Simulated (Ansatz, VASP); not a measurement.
# GaP (GaP (F-43m)): VASP beside Ansatz, part 2 of 2

One calculation is typed for both programs; each brings its own data sets. How far apart do they land? The cell is taken from a series of runs on this material, whose earlier steps may have relaxed, scaled, displaced or heated it; both programs get it as it stands.

VASP 6.6.1 and Ansatz 0.2.0.

So far: Starting point; VASP: relaxation of cell and atoms, r2SCAN.

## Step 3: Ansatz: relaxation of cell and atoms, r2SCAN

Level of this step: Ansatz beside VASP: Kohn-Sham DFT, plane waves, r2SCAN (Ansatz).

Ansatz runs on its PAW soft_1 files.

The same cell, functional and mesh now go to Ansatz.

input.yaml

```yaml
crystal:
  lattice:
    - [0.0, 2.7258125, 2.7258125]
    - [2.7258125, 0.0, 2.7258125]
    - [2.7258125, 2.7258125, 0.0]
  atoms:
    - { symbol: Ga, position: [0.0, 0.0, 0.0] }
    - { symbol: P, position: [0.75, 0.75, 0.75] }
basis:
  ecutwfc: 500
  xc_grid: 2
hamiltonian:
  xc: r2scan
  pseudopotentials: { kind: paw, azcp: { folder: soft_1 } }
kpoints:
  mp_grid: { grid: [9, 9, 9] }
scf:
  occupations: { method: fixed }
  max_iter: 100
relax:
  f_tol: 0.005
  max_steps: 60
  cell: {}
output:
  forces: true
  stress: true
checkpoint:
  write: "../cell.run"
  compress: false
  write_wavefunctions: false
  write_every: 100000
```

The run is started by

```
$ ansatz run input.yaml --threads 32 --pin off --max-ram 84787MiB --backend cuda --events-out ev --progress --plain --runs-dir out --max-vram 78GiB
```

Numbers of over 12 decimals in the logs are rounded to 6 here.

What it wrote:

```text
Engine: ansatz 0.2.0, aarch64-unknown-linux-gnu
Pseudopotentials: kind: paw
Pseudopotential: Ga, paw, valence charge 13, recommended cutoff 500 eV (meta_gga), soft_1/Ga.paw.azcp
Pseudopotential: P, paw, valence charge 5, recommended cutoff 500 eV (meta_gga), soft_1/P.paw.azcp
Functional definition: r2SCAN
  parameter k0 = 0.174
  parameter k1 = 0.065
  parameter a1 = 4.9479
  exchange = r2scan_x(k0 = k0, k1 = k1, a1 = a1)
  correlation = r2scan_c
device memory: the entry about to start is reckoned to put 1.1 GiB on a device that reports 179.5 GiB free (of which the cap on the GPU budget leaves the run 78.0 GiB)
GPU FFT provider: cuFFT
GPU libraries: cuBLAS 13.8.1, cuFFT 12.4.0, cuSOLVER 12.3.2
GPU matrix products: emulated (plane waves: as basis.precision tells), large ones in fixed point in workspaces of 1.00 GiB
Crystal: 2 atoms, lattice volume = 40.506 Å³
Basis set: ecut = 500 eV, 965 PW (Γ), exchange–correlation on 60×60×60 points (8 copies of the dense FFT grid, shifted against one another)
Bands: 13, of which v1, the nominal top of the filled ones, is band 9 counted from 1 (8 counted from 0)
Symmetry: 24 space group operations
Space group: F-43m (ITA 216), of the structure as read, at distance tolerance 3.4e-5 Å
k-points: 35 of 729 (time reversal used)
Non-local potential: Ga, projectors of the file, l = 0: 2, l = 1: 2, l = 2: 3, l = 3: 1
Non-local potential: P, projectors of the file, l = 0: 2, l = 1: 2, l = 2: 1
PAW form: soft (Blöchl's): semilocal exchange-correlation on the pseudo side does not see the compensation charge
PAW frozen core: Ga, regenerated for the run's functional (the file was generated under x = pbe(κ = 0.804, μ = 0.219515), c = pbe(β = 0.066725))
PAW frozen core: P, regenerated for the run's functional (the file was generated under x = pbe(κ = 0.804, μ = 0.219515), c = pbe(β = 0.066725))
PAW one-centre angular grid: Ga, 590 points (default); XC on 160 Gauss nodes
PAW one-centre angular grid: P, 302 points (default); XC on 160 Gauss nodes
Initial density: superposition of atomic densities (chi_scale 0.1, normalization cell, long waves kept (reshape's long-wave potential 0.00 eV rms))
Initial wavefunctions: pseudopotential atomic-orbital guess
GPU buffer pool allocated for 27000 grid points (all kernels)
GPU transforms: local potential and band sums: pruned to the plane-wave sphere, on 30×30×30
Functional: x = r2scan, c = r2scan; τ floored in thin density (d = 2e-4 eV/Å³)
SCF iter   1: F=—  HF=-4550.487017 eV  |Δ(HF+E_count)|=         —  Δρ=5.00e-2  dr2=6.68e-1  dr2_τ=1.70e-2  Hψ=2442
preconditioner: auto → none  [insulator: Δε(μ)=2.106 eV  Ē_g=16.230 eV  n_scr=14 (ndim 8)  ℏωp=24.8 eV  f_vac=0.000  ε∞_Penn≈3.3]
SCF iter   2: F=—  HF=-4550.468017 eV  |Δ(HF+E_count)|=   1.90e-2  Δρ=2.32e-2  dr2=1.07e-1  dr2_τ=8.48e-4  Hψ=844
SCF iter   3: F=—  HF=-4550.491845 eV  |Δ(HF+E_count)|=   2.38e-2  Δρ=5.32e-3  dr2=8.04e-3  dr2_τ=4.21e-4  Hψ=537
SCF iter   4: F=—  HF=-4550.491161 eV  |Δ(HF+E_count)|=   6.84e-4  Δρ=8.18e-4  dr2=1.40e-4  dr2_τ=1.82e-6  Hψ=659
SCF iter   5: F=—  HF=-4550.491098 eV  |Δ(HF+E_count)|=   6.26e-5  Δρ=1.88e-4  dr2=1.48e-5  dr2_τ=2.49e-7  Hψ=846
SCF iter   6: F=—  HF=-4550.491118 eV  |Δ(HF+E_count)|=   2.00e-5  Δρ=7.10e-5  dr2=2.52e-6  dr2_τ=1.21e-8  Hψ=763
SCF iter   7: F=-4550.491117 eV  HF=-4550.491117 eV  |Δ(HF+E_count)|=   8.38e-7  Δρ=1.23e-5  dr2=9.19e-8  dr2_τ=3.05e-10  Hψ=2129
SCF 1 converged in 7 iterations: F = -4550.491117 eV  dr2 = 9.19e-8
  greatest PAW one-centre occupation: 0.993 electrons in one spin orbital (limit 2), on the Ga atom at site 0 (counted from 0), in its partial waves of l = 2
relax step   1: F+E_penalty+E_count = -4550.49111727 eV  Δ(F+E_penalty+E_count) = +0.000e0 eV  max|allowed force component| = 1.295e-16 eV/Å  Δτ_max = 0.0000 Å  P = +0.006 GPa  Ω = 40.506 Å³  (7 SCF iters, dr2 threshold 1.00e-7 eV, accepted)
device memory: the entry about to start is reckoned to put 1.1 GiB on a device that reports 177.7 GiB free (of which the cap on the GPU budget leaves the run 78.0 GiB)
GPU FFT provider: cuFFT
GPU libraries: cuBLAS 13.8.1, cuFFT 12.4.0, cuSOLVER 12.3.2
GPU matrix products: emulated (plane waves: as basis.precision tells), large ones in fixed point in workspaces of 1.00 GiB
Initial density: handed on by an earlier stage of this run
Initial wavefunctions: pseudopotential atomic-orbital guess (no wavefunctions were taken with the density)
GPU buffer pool allocated for 27000 grid points (all kernels)
GPU transforms: local potential and band sums: pruned to the plane-wave sphere, on 30×30×30
iter 1 solved again at ethr=1.41e-6 eV; its pass at ethr=3.10e-3 eV (dr2=2.55e-4 eV) is discarded
SCF iter   1: F=—  HF=-4550.491092 eV  |Δ(HF+E_count)|=         —  Δρ=1.19e-5  dr2=7.43e-8  dr2_τ=3.16e-10  Hψ=3638
eigensolver tolerance schedule: the retry pair's looser diagonalisation over-reported the residual by 3426.52 of it (diagonalisation noise at an unbounded share of the residual, at the tolerance the schedule requests for it); recorded, not acted on — ethr = c·dr2/N_el stays at c = 1.0e-1
preconditioner: auto → none  [insulator: Δε(μ)=1.854 eV  Ē_g=16.240 eV  n_scr=14 (ndim 8)  ℏωp=24.8 eV  f_vac=0.007  ε∞_Penn≈3.3]
SCF iter   2: F=—  HF=-4550.491117 eV  |Δ(HF+E_count)|=   2.52e-5  Δρ=8.08e-6  dr2=9.52e-9  dr2_τ=3.52e-10  Hψ=1081
SCF iter   3: F=—  HF=-4550.491117 eV  |Δ(HF+E_count)|=  5.09e-11  Δρ=3.35e-6  dr2=1.77e-9  dr2_τ=4.58e-11  Hψ=649
SCF iter   4: F=—  HF=-4550.491117 eV  |Δ(HF+E_count)|=   2.26e-9  Δρ=1.16e-6  dr2=2.18e-10  dr2_τ=2.80e-12  Hψ=774
SCF iter   5: F=-4550.491117 eV  HF=-4550.491117 eV  |Δ(HF+E_count)|=  8.73e-11  Δρ=1.70e-7  dr2=4.49e-12  dr2_τ=9.94e-14  Hψ=3588
SCF 2 converged in 5 iterations: F = -4550.491117 eV  dr2 = 4.49e-12
relax step   2: F+E_penalty+E_count = -4550.49111736 eV  Δ(F+E_penalty+E_count) = -8.316e-8 eV  max|allowed force component| = 1.295e-16 eV/Å  Δτ_max = 0.0000 Å  P = +0.006 GPa  Ω = 40.506 Å³  stress off target by 6.22e-3 GPa  SCF on the basis re-selected at this cell (its energy is not comparable with the rows above)  (5 SCF iters)
basis re-selected at this cell: Δ(F+E_penalty+E_count) = -8.316e-8 eV, ΔP = +0.000 GPa vs the last step (what re-selecting the basis moved, of the pressure what is left beyond the Pulay correction that the steps carried, after the strain that the cell walked since its last selection, with what the two solves' SCF thresholds leave and, on support functions, any second-order correction that the steps lacked; it is no m
SCF converged after 5 iterations
Free energy (F): -4550.491117 eV
Harris-Foulkes:  -4550.491117 eV  (|F-HF|=1.82e-12)
Internal energy: -4550.491117 eV  (E = F + TS)
E sigma→0 (E₀):  -4550.491117 eV
Fermi energy:    6.875439 eV
--- Per-component energies (eV) ---
  E_band       = -67.879847
  E_kinetic    = 180.066707
  E_local      = -1678.140361  (includes V_loc(G=0)·N_el)
  E_nonlocal   = -59.009173
  E_hartree    = 1018.548268
  E_xc         = -125.718703
  E_vxc        = -123.117283  (∫ρ·V_xc dr)
  E_paw        = -2573.119914  (= ΣΔE_a)
  E_vpaw       = -430.670609  (= ΣTr[D̂ρ^β])
  E_aug_tail   = 0.000030  (compensation charges beyond the density's cutoff)
  E_vtau       = 5.894370  (kinetic-family band-sum trace: ∫τ·v_τ [+ j·A + Jᵃ·Aᵃ] dr)
  E_ewald      = -1312.374066
  E_core_change = -0.743908  (= ΣΔE_core)
  E_smearing   = -0.000000  (= −TS)
  E_closure    = -0.000000  (closes the sum)
  Σ components = -4550.491117   (vs F -4550.491117, Δ=0.00e0)
--- Forces (eV/Å), atoms counted from 1 ---
  atom   1  Ga     0.00000000    -0.00000000    -0.00000000
  atom   2  P      0.00000000     0.00000000     0.00000000
  max |Σ_I F_I| component: 3.33e-16 eV/Å
--- Stress (GPa, compression-positive) ---
        0.006220       0.000000      -0.000000
        0.000000       0.006220       0.000000
       -0.000000       0.000000       0.006220
  P = ⅓ Tr σ = 0.0062 GPa (0.062 kbar)
--- Band table (eV; the first three rows and the last of 35) ---
  k-point 0: bands = [... 5 lower, -6.1437, 6.8754, 6.8754, 6.8754, 9.2367, 11.0498, 11.0498, 11.0498]
  k-point 1: bands = [... 5 lower, -5.9744, 5.5084, 6.6815, 6.6815, 9.7575, 11.3487, 11.3487, 11.5605]
  k-point 2: bands = [... 5 lower, -5.4902, 3.4187, 6.2835, 6.2835, 9.5205, 11.8642, 11.8642, 13.2856]
  k-point 34: bands = [... 5 lower, -3.0718, 0.2332, 3.0354, 3.6940, 11.5792, 12.0138, 12.9195, 14.6909]
--- Relaxed structure (1 steps of the walk, 1 accepted, 1 SCFs on fresh bases) ---
  F+E_penalty+E_count = -4550.49111736 eV   max|allowed force component| = 1.295e-16 eV/Å   (the final SCF, on the basis selected at the relaxed cell)
  cell:  # Å, volume = 40.5059 Å³
    - [0.0, 2.7258125, 2.7258125]
    - [2.7258125, 0.0, 2.7258125]
    - [2.7258125, 2.7258125, 0.0]
  atoms:
    - { symbol: Ga, position: [0.0, 0.0, 0.0] }
    - { symbol: P, position: [0.75, 0.75, 0.75] }
```

In the SCF lines HF is the Harris–Foulkes energy and dr2 the Hartree energy of the density residual, in eV; the loop may stop once dr2 is under the threshold and the program's other checks hold. Hψ counts applications of the Hamiltonian.

## Step 4: Comparison

Known differences besides the potentials themselves: VASP keeps PBE cores, Ansatz makes them for the functional; fixed occupations in Ansatz, narrow Gaussian smearing in VASP; the cutoff is 500 eV in Ansatz and 550 eV in VASP; Ansatz adds a Pulay correction to the stress that steers its cell, VASP none. Total energies have different zeros and are not compared.

Both answers:

```csv
quantity,Ansatz,VASP,difference
volume (Å³),40.51,40.46,+0.12 %
"edge a after relaxation, in the typed setting (Å)",3.855,3.853,+0.04 %
```

## Step 5: What came out

```json
{
  "difference in volume (relaxation of cell and atoms, r2SCAN)": "0.12 %"
}
```

The difference in volume is 0.12 % (relaxation of cell and atoms, r2SCAN), within the 1.2 % picked in this series as the mark of a large difference, as far as the stopping tolerances let one tell. Such differences can come from data sets, numerical settings and the points named under the comparisons, not from the functional's error against experiment.

[Lines on the potential files, build, host, timing and source positions are cut from VASP's logs without a mark.]

[Logs are printed without paths, hosts, clocks, repeated set-up lines and the standing remarks that a program may print on its own settings, such as how far it seeks lower states.]

[Hosts, paths, dates, database ids (printed as entryN), source tags and the programs' standing remarks are cut or masked in the printed files.]
